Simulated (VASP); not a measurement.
# What goes wrong when the gap of CaO (Lime) is computed with a bad input, part 2 of 2

Aim: see how common mistakes in a band-structure run show up, on CaO (Lime). The starting structure is a measured crystal structure from the Crystallography Open Database. Cell and atoms stay as given unless a step says otherwise.

VASP 6.6.1.

Results so far: reference 3.462 eV; a k mesh far too coarse and no band path 3.920 eV.

### Step 5. Bands with too few electronic steps (continued)

Level of this step: LDA; plane waves and PAW (Ca_sv, O) (VASP).

OUTCAR, selected parts (step 5):

```text
  Total       23.3559099     23.3559099     23.3559099      0.0000000     -0.0000000      0.0000000
  in kB     1342.5169545   1342.5169545   1342.5169545      0.0000000     -0.0000000      0.0000000
  external PRESSURE =    1342.5169545 kB  Pullay stress =       0.0000000 kB

 POSITION                                       TOTAL-FORCE (eV/Angst)
 -----------------------------------------------------------------------------------
      0.00000      0.00000      0.00000         0.000000      0.000000      0.000000
      2.40650      2.40650      2.40650         0.000000     -0.000000     -0.000000
 -----------------------------------------------------------------------------------
    total drift:                                0.000000     -0.000000      0.000000

  FREE ENERGIE OF THE ION-ELECTRON SYSTEM (eV)
  ---------------------------------------------------
  free  energy   TOTEN  =       -15.8867238089 eV

  energy  without entropy=      -15.8867238089  energy(sigma->0) =      -15.88672381

[... 2 parts as in an earlier step ...]

[... 1 further part left out ...]
[key lines of the parts left out:]
E-fermi :  -0.5574
```

The electronic loop didn't reach EDIFF within its 4 cycles (NELM).

### Step 6. Bands with a cutoff far too low

A slip made on purpose: a cutoff far too low. Against step 2 the input has ENCUT = 180 (also changed: NELM).

INCAR reads:

```
SYSTEM = CaO
PREC = Accurate
ENCUT = 180
EDIFF = 1E-06
NELM = 60
ISMEAR = 0
SIGMA = 0.03
LREAL = .FALSE.
ALGO = Normal
GGA = CA
NBANDS = 20
LORBIT = 11
LWAVE = .FALSE.
LCHARG = .FALSE.
KPAR = 4
```

POSCAR reads:

```
CaO
1.0
    0.0000000000      2.4065000000      2.4065000000
    2.4065000000      0.0000000000      2.4065000000
    2.4065000000      2.4065000000      0.0000000000
Ca O
1 1
Direct
    0.0000000000      0.0000000000      0.0000000000
    0.5000000000      0.5000000000      0.5000000000
```

KPOINTS reads:

```
Automatic mesh
0
Gamma
8 8 8
0 0 0
```

KPOINTS_OPT reads:

```
Line mode
10
Line-mode
Reciprocal
  0.00000000   0.00000000   0.00000000 GAMMA
  0.50000000   0.00000000   0.50000000 X

  0.50000000   0.00000000   0.50000000 X
  0.50000000   0.25000000   0.75000000 W

  0.50000000   0.25000000   0.75000000 W
  0.37500000   0.37500000   0.75000000 K

  0.37500000   0.37500000   0.75000000 K
  0.00000000   0.00000000   0.00000000 GAMMA

  0.00000000   0.00000000   0.00000000 GAMMA
  0.50000000   0.50000000   0.50000000 L

  0.50000000   0.50000000   0.50000000 L
  0.62500000   0.25000000   0.62500000 U

  0.62500000   0.25000000   0.62500000 U
  0.50000000   0.25000000   0.75000000 W

  0.50000000   0.25000000   0.75000000 W
  0.50000000   0.50000000   0.50000000 L

  0.50000000   0.50000000   0.50000000 L
  0.37500000   0.37500000   0.75000000 K

  0.62500000   0.25000000   0.62500000 U
  0.50000000   0.00000000   0.50000000 X
```

Potentials, in the order of the species: Ca_sv and O (LDA family, release 64).

Started as:

```sh
> mpirun -np 4 vasp_std
```

Output:

```text
[... set-up lines as in an earlier step ...]
 entering main loop
       N       E                     dE             d eps       ncg     rms          rms(c)
DAV:   1     0.510589397261E+02    0.51059E+02   -0.39889E+03  1292   0.372E+02
DAV:   2    -0.148603447594E+02   -0.65919E+02   -0.63072E+02  1316   0.140E+02
DAV:   3    -0.160337489102E+02   -0.11734E+01   -0.11688E+01  1400   0.189E+01
DAV:   4    -0.160421208801E+02   -0.83720E-02   -0.83714E-02  1280   0.152E+00
[...]
DAV:  11    -0.148749507953E+02   -0.10590E-04   -0.91562E-06  1648   0.157E-02    0.647E-03
DAV:  12    -0.148749487143E+02    0.20810E-05   -0.10385E-06   948   0.621E-03    0.111E-03
DAV:  13    -0.148749488703E+02   -0.15600E-06   -0.39192E-08   716   0.141E-03
   1 F= -.14874949E+02 E0= -.14874949E+02  d E =-.181764E-23
 Start KPOINTS_OPT (optional k-point list driver)
k-point batch [1-29\100]
       N       E                     dE             ncg
DAV:   1    -0.347885866673E+04   -0.13765E+05     1220
DAV:   2    -0.550715180674E+04   -0.20283E+04     1324
DAV:   3    -0.554625439275E+04   -0.39103E+02     1408
DAV:   4    -0.554652354463E+04   -0.26915E+00     1356
DAV:   5    -0.554652764908E+04   -0.41045E-02     1352
DAV:   6    -0.554652773349E+04   -0.84409E-04     1308
DAV:   7    -0.554652773548E+04   -0.19882E-05     1112
DAV:   8    -0.554652773558E+04   -0.10157E-06      864
[...]
k-point batch [88-100\100]
       N       E                     dE             ncg
DAV:   1     0.424691301834E+04   -0.70570E+04      556
DAV:   2     0.337796328131E+04   -0.86895E+03      576
DAV:   3     0.336278375789E+04   -0.15180E+02      636
DAV:   4     0.336269631177E+04   -0.87446E-01      588
DAV:   5     0.336269500847E+04   -0.13033E-02      620
DAV:   6     0.336269498356E+04   -0.24908E-04      588
DAV:   7     0.336269498310E+04   -0.46225E-06      456
```

Elapsed: 2.8 s, on 4 MPI ranks of AMD EPYC 9R14 (Zen 4), shared host; peak memory 0.34 GiB; 8.7 s of CPU time.

OUTCAR, selected parts (step 6):

```text
  Total      -27.8738937    -27.8738937    -27.8738937      0.0000000      0.0000000      0.0000000
  in kB    -1602.2143903  -1602.2143903  -1602.2143903      0.0000000      0.0000000      0.0000000
  external PRESSURE =   -1602.2143903 kB  Pullay stress =       0.0000000 kB

 POSITION                                       TOTAL-FORCE (eV/Angst)
 -----------------------------------------------------------------------------------
      0.00000      0.00000      0.00000        -0.000000      0.000000      0.000000
      2.40650      2.40650      2.40650         0.000000      0.000000      0.000000
 -----------------------------------------------------------------------------------
    total drift:                                0.000000      0.000000      0.000000

  FREE ENERGIE OF THE ION-ELECTRON SYSTEM (eV)
  ---------------------------------------------------
  free  energy   TOTEN  =       -14.8749488703 eV

  energy  without entropy=      -14.8749488703  energy(sigma->0) =      -14.87494887

[... 1 part as in an earlier step ...]

[... 2 further parts left out ...]
[key lines of the parts left out:]
E-fermi :   1.9361
```

With a cutoff far too low the gap is 3.905 eV, +0.444 eV from the reference.

### Step 7. The runs compared

```tsv
run	ended	gap (eV)	change (eV)	core minutes
reference	converged	3.462	-	0.453
a k mesh far too coarse and no band path	converged	3.92	0.458	0.08
no empty bands	converged	-	-	0.12
too few electronic steps	not converged	-	-	0.24
a cutoff far too low	converged	3.905	0.444	0.187
```

Core minutes are wall time times ranks of the run shown, on a shared host.

### Step 8. Outcome

* reference gap: 3.462 eV
* gap with a k mesh far too coarse and no band path: 3.920 eV
* gap with a cutoff far too low: 3.905 eV
* run with no empty bands: converged
* run with too few electronic steps: not converged

In words: The run with too few electronic steps didn't converge. The run without empty bands converged, and still can't show a gap. Finished, but with signs in the output that stand out against the reference: a cutoff far too low, with the gap changed by +0.44 eV (signs: a stress of up to 160.2 GPa). Finished, and of the signs looked for here (warnings, stress, forces, entropy, moments, translations away from zero, imaginary modes) none stands out against the reference by the marks set here, though the gap is off: a k mesh far too coarse and no band path, with the gap changed by +0.46 eV. Further runs on this material are not shown.

[Lines on the potential files, build, host, timing and source positions are cut from VASP's logs without a mark.]

[Logs are printed without paths, hosts, clocks, repeated set-up lines and the standing remarks that a program may print on its own settings, such as how far it seeks lower states.]

[Hosts, paths, dates, database ids (printed as entryN), source tags and the programs' standing remarks are cut or masked in the printed files.]
